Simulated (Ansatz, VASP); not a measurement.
RbMg2 in VASP and in Ansatz

Contents of INCAR:

```
ALGO     = Normal         # electronic algorithm
EDIFF    = 1E-7           # SCF threshold, eV
ENCUT    = 520            # plane-wave cutoff, eV
GGA      = PE             # functional
ISIF     = 2              # what is computed and relaxed
ISMEAR   = -1             # smearing method
LASPH    = T              # aspherical terms in the spheres
LCHARG   = T              # write CHGCAR
LELF     = T              # ELF
LREAL    = F              # projectors in reciprocal space
LVHAR    = T            
LWAVE    = F              # write WAVECAR
NBANDS   = 22             # bands
NELM     = 80             # most SCF steps
PREC     = Accurate       # precision mode
SIGMA    = 0.05           # smearing width, eV
```

The input KPOINTS:

```
k-points
0
Gamma
  7 7 6
```

The input POSCAR:

```
RbMg2
1.0
    1.9225030000    -13.6251890000      0.0000000000
    1.9225030000     13.6251890000      0.0000000000
    0.0000000000      0.0000000000      4.8323470000
Rb Mg
2 4
Direct
    0.6728470000      0.3271530000      0.2500000000
    0.3271530000      0.6728470000      0.7500000000
    0.4512240000      0.5487760000      0.2500000000
    0.0425010000      0.9574990000      0.2500000000
    0.9574990000      0.0425010000      0.7500000000
    0.5487760000      0.4512240000      0.7500000000
```

File input.yaml:

```yaml
crystal:
  lattice:
    - [1.922503, -13.625189, 0.0]
    - [1.922503, 13.625189, 0.0]
    - [0.0, 0.0, 4.832347]
  atoms:
    - { symbol: Rb, position: [0.672847, 0.327153, 0.25] }
    - { symbol: Rb, position: [0.327153, 0.672847, 0.75] }
    - { symbol: Mg, position: [0.451224, 0.548776, 0.25] }
    - { symbol: Mg, position: [0.042501, 0.957499, 0.25] }
    - { symbol: Mg, position: [0.957499, 0.042501, 0.75] }
    - { symbol: Mg, position: [0.548776, 0.451224, 0.75] }
hamiltonian:
  xc: pbe
  pseudopotentials: { kind: paw }
kpoints:
  mp_grid: { grid: [7, 7, 6] }
scf:
  occupations: { method: fermi_dirac, width: 0.05 }
output:
  forces: true
  stress: true
  eigenvalues: true
```

The cell comes from a database or a generator and needn't be the stable form of this composition.

Alike in both runs: task single point; functional PBE; k mesh 7 × 7 × 6; occupations fermi-dirac, width 0.05 eV; no spin polarisation.

|  | VASP | Ansatz |
| --- | --- | --- |
| version | VASP 6.6.1 | Ansatz 0.2.0 |
| potentials or method | VASP PAW PBE potentials, release 64 (Rb_sv, Mg) | Ansatz PAW |
| plane-wave cutoff (eV) | 520 | 420 |
| valence electrons in the cell | 26 | 58 |

Ansatz gave:

```
gap on the k mesh at the Fermi level (eV)       : none
pressure (GPa)                                  : 0.0
largest component of the traceless stress (GPa) : 0.50
rms of the force components (eV/Å)              : 0.023
```

Problem. Estimate VASP's values.

Solution. gap on the k mesh at the Fermi level (eV): none; pressure (GPa): 0.0; largest component of the traceless stress (GPa): 0.49; rms of the force components (eV/Å): 0.024.

Atom by atom the forces differ by 0.003 eV/Å (rms over components). A gap of «none» marks a metal or a gap that the smearing closes. With one functional, cell and mesh, what is left measures potentials, basis and numerics. The two sets of potentials don't hold the same shells in valence.
